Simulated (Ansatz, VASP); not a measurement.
**Sc2GaP3: VASP beside Ansatz**

INCAR

```
PREC = Accurate
ENCUT = 520
EDIFF = 1E-6
ISMEAR = 0
SIGMA = 0.1
LREAL = F
LASPH = T
NELM = 100
ALGO = Normal
ISIF = 2
LWAVE = F
LCHARG = F
GGA = PE
NBANDS = 34
```

Contents of KPOINTS:

```
Automatic mesh
0
Gamma
  6 6 2
```

Contents of POSCAR:

```
Sc2GaP3
1.0
    3.2793134000      0.0000000000      0.0000000000
    0.0000000000      3.2793134000      0.0000000000
    0.0000000000      0.0000000000     10.0512024400
Sc Ga P
2 1 3
Direct
    0.0000000000      0.0000000000      0.3392778000
    0.0000000000      0.0000000000      0.6607222000
    0.0000000000      0.0000000000      0.0000000000
    0.5000000000      0.5000000000      0.1817286000
    0.5000000000      0.5000000000      0.5000000000
    0.5000000000      0.5000000000      0.8182714000
```

Input for Ansatz:

```yaml
crystal:
  lattice:
    - [3.2793134, 0.0, 0.0]
    - [0.0, 3.2793134, 0.0]
    - [0.0, 0.0, 10.05120244]
  atoms:
    - { symbol: Sc, position: [0.0, 0.0, 0.3392778] }
    - { symbol: Sc, position: [0.0, 0.0, 0.6607222] }
    - { symbol: Ga, position: [0.0, 0.0, 0.0] }
    - { symbol: P, position: [0.5, 0.5, 0.1817286] }
    - { symbol: P, position: [0.5, 0.5, 0.5] }
    - { symbol: P, position: [0.5, 0.5, 0.8182714] }
basis:
  ecutwfc: 420
kpoints:
  mp_grid: { grid: [6, 6, 2] }
hamiltonian:
  xc: pbe
scf:
  occupations: { method: gaussian, width: 0.1 }
  lower_state_search: "off"
output:
  forces: true
  stress: true
  eigenvalues: true
```

Change from the starting cell: species swapped into the Mg3HgAu2 type (P4/mmm, No. 123).

Alike in both runs: task single point; functional PBE; k mesh 6 × 6 × 2; occupations gaussian, width 0.1 eV; no spin polarisation.

```csv
,VASP,Ansatz
version,VASP 6.6.1,Ansatz 0.2.0
potentials or method,"VASP PAW PBE potentials, release 64 (Sc_sv, Ga_d, P)","scalar-relativistic, plane waves, PAW"
plane-wave cutoff (eV),520,420
valence electrons in the cell,50,50
```

Ansatz gave:

```
gap on the k mesh at the Fermi level (eV)       : none
pressure (GPa)                                  : -1.3
largest component of the traceless stress (GPa) : 0.23
rms of the force components (eV/Å)              : 0.162
```

Task: Estimate VASP's values.

Result: gap on the k mesh at the Fermi level (eV): none; pressure (GPa): -1.2; largest component of the traceless stress (GPa): 0.21; rms of the force components (eV/Å): 0.162.

Atom by atom the forces differ by 0.004 eV/Å (rms over components). A gap of «none» marks a metal or a gap that the smearing closes.
